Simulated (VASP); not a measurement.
Computed with PBEsol GGA, VASP's PBE PAW potentials (set 64) (plane waves; VASP).

The input files of a VASP run:

POSCAR:
```
WSb
1.0
  0.0000000000   3.2508000000   3.2508000000
  3.2508000000   0.0000000000   3.2508000000
  3.2508000000   3.2508000000   0.0000000000
W Sb
1 1
Cartesian
  0.0000000000   0.0000000000   0.0000000000
  3.2508000000   3.2508000000   3.2508000000
```

INCAR:
```
LWAVE  =  F
GGA  =  PS   # PBEsol
LASPH  =  T
IBRION  =  2   # conjugate gradients
EDIFFG  =  -0.01
ISIF  =  3   # ions, shape and volume
LREAL  =  F   # projection in real space or not
SYSTEM  =  WSb
ISMEAR  =  1   # Methfessel-Paxton
ALGO  =  Normal   # blocked Davidson
EDIFF  =  1E-6   # SCF stop (eV)
NELM  =  100   # most electronic steps
SIGMA  =  0.1
ENCUT  =  400   # plane-wave cut-off (eV)
NSW  =  60
PREC  =  Accurate
LMAXMIX  =  6   # l cut-off of mixed one-centre charges
LCHARG  =  F
```

**KPOINTS**
```
Automatic mesh
0
Gamma
9 9 9
0 0 0
```

POTCAR, in this order: W_sv Sb (PBE.64 set). Program: vasp_std.

The resulting files:

File OUTCAR:
```
 ion  position               nearest neighbor table
   1  0.000  0.000  0.000-   2 3.25   2 3.25   2 3.25   2 3.25   2 3.25   2 3.25
   2  0.500  0.500  0.500-   1 3.25   1 3.25   1 3.25   1 3.25   1 3.25   1 3.25
  LATTYP: Found a face centered cubic cell.
 ALAT       =     6.5016000000
 Subroutine PRICEL returns:
 Original cell was already a primitive cell.
 Subroutine GETGRP returns: Found 48 space group operations
The static configuration has the point symmetry O_h .
The dynamic configuration has the point symmetry O_h .
 Subroutine INISYM returns: Found 48 space group operations
 Subroutine IBZKPT returns following result:
 Found     35 irreducible k-points:

 Following reciprocal coordinates:
            Coordinates               Weight
  0.000000  0.000000  0.000000      1.000000
  0.111111  0.000000  0.000000      8.000000
  0.222222  0.000000  0.000000      8.000000
  0.333333  0.000000  0.000000      8.000000
  0.444444  0.000000  0.000000      8.000000
  0.111111  0.111111  0.000000      6.000000
  0.222222  0.111111  0.000000     24.000000
  0.333333  0.111111  0.000000     24.000000
  0.444444  0.111111  0.000000     24.000000
...
```

File OSZICAR:
```
       N       E                     dE             d eps       ncg     rms          rms(c)
DAV:   1     0.800161165546E+02    0.80016E+02   -0.80756E+03  1054   0.109E+03
DAV:   2    -0.101666922627E+02   -0.90183E+02   -0.88804E+02  1090   0.267E+02
DAV:   3    -0.138308816805E+02   -0.36642E+01   -0.34941E+01  1168   0.488E+01
DAV:   4    -0.139306430716E+02   -0.99761E-01   -0.98726E-01  1155   0.794E+00
DAV:   5    -0.139333788202E+02   -0.27357E-02   -0.27347E-02  1205   0.131E+00    0.727E+00
DAV:   6    -0.129042417965E+02    0.10291E+01   -0.11809E+01  1003   0.201E+01    0.323E+00
DAV:   7    -0.125788962785E+02    0.32535E+00   -0.19499E+00  1044   0.814E+00    0.149E+00
DAV:   8    -0.125612008363E+02    0.17695E-01   -0.14654E-01  1095   0.231E+00    0.353E-01
DAV:   9    -0.125606534134E+02    0.54742E-03   -0.35903E-03  1068   0.499E-01    0.252E-01
DAV:  10    -0.125606713056E+02   -0.17892E-04   -0.15963E-03  1075   0.380E-01    0.612E-02
DAV:  11    -0.125606389940E+02    0.32312E-04   -0.46682E-04  1043   0.167E-01    0.412E-02
DAV:  12    -0.125606233442E+02    0.15650E-04   -0.52782E-05  1034   0.500E-02    0.239E-03
DAV:  13    -0.125606233935E+02   -0.49285E-07   -0.33773E-06  1064   0.103E-02
   1 F= -.12560623E+02 E0= -.12561377E+02  d E =-.125606E+02
       N       E                     dE             d eps       ncg     rms          rms(c)
DAV:   1    -0.109939583180E+03   -0.97379E+02   -0.18680E+03   910   0.446E+02    0.126E+02
DAV:   2    -0.279796464595E+02    0.81960E+02   -0.22030E+02   960   0.233E+02    0.270E+01
DAV:   3    -0.159330836575E+02    0.12047E+02   -0.35201E+01   965   0.700E+01    0.296E+01
DAV:   4    -0.147889048300E+02    0.11442E+01   -0.36977E+00   945   0.186E+01    0.109E+01
DAV:   5    -0.141881173256E+02    0.60079E+00   -0.23952E+00  1060   0.190E+01    0.361E+00
DAV:   6    -0.141805421753E+02    0.75752E-02   -0.87540E-02   965   0.357E+00    0.739E-01
DAV:   7    -0.141801306795E+02    0.41150E-03   -0.11506E-02  1070   0.127E+00    0.165E-01
DAV:   8    -0.141801215547E+02    0.91248E-05   -0.41808E-04  1074   0.237E-01    0.320E-02
DAV:   9    -0.141801263123E+02   -0.47576E-05   -0.20515E-05  1096   0.504E-02    0.383E-02
DAV:  10    -0.141801275439E+02   -0.12316E-05   -0.13483E-06   680   0.120E-02    0.861E-03
DAV:  11    -0.141801273534E+02    0.19047E-06   -0.11154E-07   505   0.463E-03
   2 F= -.14180127E+02 E0= -.14179491E+02  d E =-.161950E+01
       N       E                     dE             d eps       ncg     rms          rms(c)
DAV:   1    -0.310637281203E+02   -0.16884E+02   -0.33171E+02   925   0.267E+02    0.258E+01
DAV:   2    -0.174769903071E+02    0.13587E+02   -0.10819E+02   948   0.841E+01    0.107E+01
DAV:   3    -0.159409942190E+02    0.15360E+01   -0.51869E+00   945   0.171E+01    0.689E+00
DAV:   4    -0.156717309931E+02    0.26926E+00   -0.13658E+00   943   0.788E+00    0.192E+00
DAV:   5    -0.156550421131E+02    0.16689E-01   -0.94062E-02  1064   0.310E+00    0.685E-01
DAV:   6    -0.156573341507E+02   -0.22920E-02   -0.66357E-03  1023   0.710E-01    0.252E-01
DAV:   7    -0.156581933286E+02   -0.85918E-03   -0.16995E-03   970   0.365E-01    0.839E-02
DAV:   8    -0.156581793539E+02    0.13975E-04   -0.18997E-04  1040   0.139E-01    0.238E-02
DAV:   9    -0.156581782944E+02    0.10595E-05   -0.10815E-05   980   0.369E-02    0.628E-03
DAV:  10    -0.156581784508E+02   -0.15640E-06   -0.39221E-07   475   0.743E-03
   3 F= -.15658178E+02 E0= -.15656052E+02  d E =-.309756E+01
       N       E                     dE             d eps       ncg     rms          rms(c)
DAV:   1    -0.157084946894E+02   -0.50316E-01   -0.91686E-01   930   0.124E+01    0.201E+00
DAV:   2    -0.156696890535E+02    0.38806E-01   -0.16427E-01   930   0.393E+00    0.346E-01
DAV:   3    -0.156668616829E+02    0.28274E-02   -0.47818E-03   985   0.588E-01    0.209E-01
DAV:   4    -0.156659802764E+02    0.88141E-03   -0.32142E-03  1005   0.501E-01    0.134E-01
DAV:   5    -0.156660028839E+02   -0.22608E-04   -0.10249E-04  1040   0.982E-02    0.676E-02
DAV:   6    -0.156660082255E+02   -0.53416E-05   -0.29911E-05  1000   0.431E-02    0.113E-02
DAV:   7    -0.156660086487E+02   -0.42316E-06   -0.73975E-07   570   0.848E-03
   4 F= -.15666009E+02 E0= -.15664041E+02  d E =-.310539E+01
       N       E                     dE             d eps       ncg     rms          rms(c)
DAV:   1    -0.156894616163E+02   -0.23453E-01   -0.49572E-01   935   0.919E+00    0.149E+00
DAV:   2    -0.156685692003E+02    0.20892E-01   -0.86652E-02   930   0.287E+00    0.250E-01
DAV:   3    -0.156670792680E+02    0.14899E-02   -0.24922E-03   990   0.436E-01    0.153E-01
DAV:   4    -0.156666166919E+02    0.46258E-03   -0.16655E-03   995   0.361E-01    0.982E-02
DAV:   5    -0.156666290861E+02   -0.12394E-04   -0.53110E-05  1040   0.712E-02    0.488E-02
DAV:   6    -0.156666321461E+02   -0.30601E-05   -0.14945E-05  1000   0.308E-02    0.789E-03
DAV:   7    -0.156666323841E+02   -0.23796E-06   -0.36112E-07   485   0.595E-03
   5 F= -.15666632E+02 E0= -.15664814E+02  d E =-.310601E+01
       N       E                     dE             d eps       ncg     rms          rms(c)
DAV:   1    -0.156848529946E+02   -0.18221E-01   -0.40285E-01   930   0.833E+00    0.132E+00
DAV:   2    -0.156678528728E+02    0.17000E-01   -0.72859E-02   930   0.260E+00    0.222E-01
DAV:   3    -0.156666470987E+02    0.12058E-02   -0.21152E-03   985   0.393E-01    0.133E-01
DAV:   4    -0.156662692499E+02    0.37785E-03   -0.13288E-03  1005   0.321E-01    0.840E-02
DAV:   5    -0.156662748788E+02   -0.56289E-05   -0.41040E-05  1055   0.638E-02    0.449E-02
DAV:   6    -0.156662755439E+02   -0.66511E-06   -0.11282E-05   985   0.273E-02    0.656E-03
DAV:   7    -0.156662754974E+02    0.46497E-07   -0.26181E-07   480   0.518E-03
   6 F= -.15666275E+02 E0= -.15664321E+02  d E =0.356887E-03
       N       E                     dE             d eps       ncg     rms          rms(c)
DAV:   1    -0.156736085234E+02   -0.73330E-02   -0.14527E-01   930   0.498E+00    0.803E-01
DAV:   2    -0.156674838222E+02    0.61247E-02   -0.25619E-02   930   0.156E+00    0.135E-01
DAV:   3    -0.156670486852E+02    0.43514E-03   -0.73777E-04   985   0.236E-01    0.822E-02
DAV:   4    -0.156669150660E+02    0.13362E-03   -0.48705E-04  1000   0.195E-01    0.525E-02
DAV:   5    -0.156669192701E+02   -0.42042E-05   -0.15404E-05  1045   0.385E-02    0.266E-02
DAV:   6    -0.156669206031E+02   -0.13330E-05   -0.43305E-06   965   0.166E-02    0.418E-03
DAV:   7    -0.156669207078E+02   -0.10467E-06   -0.10446E-07   460   0.322E-03
   7 F= -.15666921E+02 E0= -.15665047E+02  d E =-.288324E-03
```

File OUTCAR:
```
------------------------ aborting loop because EDIFF is reached ----------------------------------------
  FORCE on cell =-STRESS in cart. coord.  units (eV):
  Direction    XX          YY          ZZ          XY          YZ          ZX
  --------------------------------------------------------------------------------------
  Total        0.0005118      0.0005118      0.0005118      0.0000000      0.0000000      0.0000000
  in kB        0.0199127      0.0199127      0.0199127      0.0000000      0.0000000      0.0000000
  external PRESSURE =       0.0199127 kB  Pullay stress =       0.0000000 kB
  volume of cell :       41.18
      direct lattice vectors                 reciprocal lattice vectors
     0.000000000  2.740923611  2.740923611    -0.182420261  0.182420261  0.182420261
     2.740923611 -0.000000000  2.740923611     0.182420261 -0.182420261  0.182420261
     2.740923611  2.740923611  0.000000000     0.182420261  0.182420261 -0.182420261
 POSITION                                       TOTAL-FORCE (eV/Angst)
 -----------------------------------------------------------------------------------
      0.00000      0.00000      0.00000         0.000000     -0.000000     -0.000000
      2.74092      2.74092      2.74092        -0.000000      0.000000      0.000000
 -----------------------------------------------------------------------------------
    total drift:                               -0.000000      0.000000      0.000000
  FREE ENERGIE OF THE ION-ELECTRON SYSTEM (eV)
  ---------------------------------------------------
  free  energy   TOTEN  =       -15.6669207078 eV

  energy  without entropy=      -15.6612981915  energy(sigma->0) =      -15.66504654

 reached required accuracy - stopping structural energy minimisation
```
(Selected blocks of OUTCAR.)

File CONTCAR:
```
WSb
   1.00000000000000
     0.0000000000000000    2.7409236114339341    2.7409236114339341
     2.7409236114339341   -0.0000000000000000    2.7409236114339341
     2.7409236114339341    2.7409236114339341    0.0000000000000000
  W               Sb
     1     1
Direct
     0.0000000000000000    0.0000000000000000    0.0000000000000000
     0.5000000000000000    0.5000000000000000    0.5000000000000000
```

Energy and stress use the plane-wave basis of the starting cell.

The structure was generated: WSb was put into the rock salt type (Fm-3m), which need not be its known phase. This run relaxes it. Symmetry was kept, so distortions that lower it aren't found. The electron count is odd and the run is not spin-polarised, which forces a metal.
